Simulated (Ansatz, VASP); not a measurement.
# ScAl in two plane-wave programs, part 2 of 2

One calculation is typed for both programs; each brings its own data sets. How far apart do they land? The cell is taken from a series of runs on this material, whose earlier steps may have relaxed, scaled, displaced or heated it; both programs get it as it stands.

VASP 6.6.1 and Ansatz 0.2.0.

So far: The starting structure; VASP: relaxation of cell and atoms, LDA; Ansatz: relaxation of cell and atoms, LDA; Differences.

**5. VASP: zone-centre phonons, LDA**

Level of this step: LDA; plane waves and PAW (Sc_sv, Al) (VASP).

Second derivatives magnify differences that forces hide, and they need a tight electronic threshold.

Input file INCAR:

```
SYSTEM = ScAl
PREC = Accurate
ENCUT = 500
EDIFF = 1E-08
NELM = 120
ISMEAR = 1
SIGMA = 0.15
LREAL = .FALSE.
ALGO = Normal
GGA = CA
NBANDS = 13
LASPH = .TRUE.
LORBIT = 11
LWAVE = .FALSE.
LCHARG = .FALSE.
ISIF = 2
IBRION = 8
GGA_COMPAT = .FALSE.
KPAR = 2
```

Input file POSCAR:

```
ScAl
1.0
    3.3070649254      0.0000000000      0.0000000000
    0.0000000000      3.3070649254      0.0000000000
    0.0000000000      0.0000000000      3.3070649254
Sc Al
1 1
Direct
    0.5000000000      0.5000000000      0.5000000000
    0.0000000000      0.0000000000      0.0000000000
```

Input file KPOINTS:

```
Automatic mesh
0
Gamma
12 12 12
0 0 0
```

Potentials, in the order of the species: Sc_sv and Al (LDA family, release 64).

Command:

```sh
$ mpirun -np 2 vasp_std
```

Numbers of over 12 decimals in the logs are rounded to 6 here.

The program printed:

```text
[... set-up lines as in an earlier step ...]
 entering main loop
       N       E                     dE             d eps       ncg     rms          rms(c)
DAV:   1     0.125057163406E+03    0.12506E+03   -0.66658E+03  2264   0.101E+03
DAV:   2    -0.954490368518E+01   -0.13460E+03   -0.13093E+03  2256   0.345E+02
DAV:   3    -0.129229689396E+02   -0.33781E+01   -0.33022E+01  3487   0.709E+01
DAV:   4    -0.129779198410E+02   -0.54951E-01   -0.54758E-01  2887   0.687E+00
[...]
DAV:  11    -0.118893299147E+02    0.44746E-06   -0.50559E-06  3463   0.330E-02    0.809E-03
DAV:  12    -0.118893294230E+02    0.49171E-06   -0.17398E-06  3343   0.224E-02    0.112E-03
DAV:  13    -0.118893294229E+02    0.12960E-10   -0.34973E-08  3263   0.227E-03
   1 F= -.11889329E+02 E0= -.11889629E+02  d E =0.899357E-03
 Linear response reoptimize wavefunctions to high precision
DAV:   1    -0.118893294230E+02   -0.92996E-10   -0.52132E-10  1600   0.188E-04
 Linear response DOF=           2
 Linear response progress:
  Degree of freedom:   1/  2
[...]
RMM:  15    -0.734860322329E+00   -0.90398E-08    0.37346E-09  9954   0.477E-05    0.353E-07
 first order change of Fermi-energy   0.83132E-03
 force on displaced ion       1 direction 1 :  -5.482   0.000  -0.000
 Linear response progress:
  Degree of freedom:   2/  2
       N       E                     dE             d eps       ncg     rms          rms(c)
RMM:   1    -0.604355765835E-02   -0.60436E-02    0.17773E-03 10264   0.187E+00
RMM:   2    -0.605724781206E-02   -0.13690E-04   -0.51104E-04  7738   0.246E-01    0.513E-02
RMM:   3    -0.609836309229E-02   -0.41115E-04   -0.13573E-04  9152   0.836E-02    0.258E-02
RMM:   4    -0.621384640201E-02   -0.11548E-03   -0.46061E-05  9037   0.572E-02    0.678E-03
RMM:   5    -0.622580216371E-02   -0.11956E-04   -0.31213E-06  9517   0.207E-02    0.289E-03
RMM:   6    -0.622713088673E-02   -0.13287E-05   -0.25850E-07  9942   0.458E-03    0.114E-03
RMM:   7    -0.622681706519E-02    0.31382E-06   -0.26247E-08  9612   0.198E-03    0.411E-04
RMM:   8    -0.622727024441E-02   -0.45318E-06   -0.36317E-09 10050   0.486E-04    0.168E-04
RMM:   9    -0.622727159865E-02   -0.13542E-08   -0.48898E-10  9174   0.201E-04    0.227E-05
 first order change of Fermi-energy   0.11004E-03
 force on displaced ion       2 direction 1 :  -5.481   0.000  -0.000
 Linear response finished
```

Parts of OUTCAR (step 5):

```text
  Total        0.0447486      0.0447486      0.0447486     -0.0000000     -0.0000000      0.0000000
  in kB        1.9822674      1.9822674      1.9822674     -0.0000000     -0.0000000      0.0000000
  external PRESSURE =       1.9822674 kB  Pullay stress =       0.0000000 kB

 POSITION                                       TOTAL-FORCE (eV/Angst)
 -----------------------------------------------------------------------------------
      1.65353      1.65353      1.65353         0.000000      0.000000      0.000000
      0.00000      0.00000      0.00000         0.000000      0.000000      0.000000
 -----------------------------------------------------------------------------------
    total drift:                                0.000000     -0.000000     -0.000000

[... 1 part as in an earlier step ...]

[... 1 further part left out ...]
```

**6. Ansatz: zone-centre phonons, LDA**

The same cell, functional (in two slightly different forms), mesh and smearing now go to Ansatz, which takes its cutoff from its data sets.

The cell is taken from a series of runs on this material, whose earlier steps may have relaxed, scaled, displaced or heated it; both programs get it as it stands.

Input file input.yaml:

```yaml
crystal:
  lattice:
    - [3.3070649254, 0.0, 0.0]
    - [0.0, 3.3070649254, 0.0]
    - [0.0, 0.0, 3.3070649254]
  atoms:
    - { symbol: Sc, position: [0.5, 0.5, 0.5] }
    - { symbol: Al, position: [0.0, 0.0, 0.0] }
kpoints:
  mp_grid: { grid: [12, 12, 12] }
hamiltonian:
  xc: lda
scf:
  occupations: { method: methfessel_paxton, width: 0.15 }
output:
  eigenvalues: true
phonons:
  method: dfpt
```

Command:

```sh
$ ansatz run input.yaml --threads 4 --pin off --max-ram 7168MiB --backend cpu --events-out ev --progress --plain --runs-dir out
```

The program printed:

```text
[...]
Crystal: 2 atoms, lattice volume = 36.168 Å³
Basis set: ecut = 420 eV, 739 PW (Γ), exchange–correlation on 48×48×48 points (8 copies of the dense FFT grid, shifted against one another)
Bands: 11, of which v1, the nominal top of the filled ones, is band 7 counted from 1 (6 counted from 0)
Symmetry: 48 space group operations
k-points: 196 of 1728 (irreducible under 8 space group operations, time reversal used)
[...]
k mesh reduced under 8 symmetry operations, with k and −k counted as one. Each operation leaves every solved perturbation unchanged. A smaller set is not used because it would not reduce the number of displacements times k-points to solve
  ASR residual: 1.542e-5 → 0.000e0 eV/Å²; symmetrization residual: 4.057e-7 eV/Å²
  ASR residual per site (eV/Å²): 1.54e-5 1.48e-6
  Γ frequencies (cm⁻¹): 0.00 0.00 0.00 296.27 296.27 296.27
  non-analytic LO–TO correction: not included (Born effective charges unavailable; polar crystals: no LO–TO splitting at Γ)
[key lines of the parts left out:]
SCF converged after 8 iterations
Free energy (F): -2602.870839 eV
Fermi energy:    9.997653 eV
```

**7. Comparison**

Compared:

| quantity | Ansatz | VASP | difference |
| --- | --- | --- | --- |
| optical mode 1 to 3 (cm⁻¹) | 296.3 | 297.3 | -0.35 % |

Modes are paired by rising frequency, not by their patterns, so a pair may set unlike modes beside each other; they are those without the splitting of longitudinal modes.

**8. What came out**

```
difference in volume (relaxation of cell and atoms, LDA)                                                          : -0.22 %
r.m.s. difference of the optical zone-centre modes, each program's sorted by frequency (zone-centre phonons, LDA) : 1.0 cm⁻¹
```

What this shows: The difference in volume is -0.22 % (relaxation of cell and atoms, LDA), within the 1.2 % picked in this series as the mark of a large difference, as far as the stopping tolerances let one tell. 1 further run of this series is not shown here. Such differences can come from data sets, numerical settings and the points named under the comparisons, not from the functional's error against experiment.

[Lines on the potential files, build, host, timing and source positions are cut from VASP's logs without a mark.]

[Logs are printed without paths, hosts, clocks, repeated set-up lines and the standing remarks that a program may print on its own settings, such as how far it seeks lower states.]

[Hosts, paths, dates, database ids (printed as entryN), source tags and the programs' standing remarks are cut or masked in the printed files.]
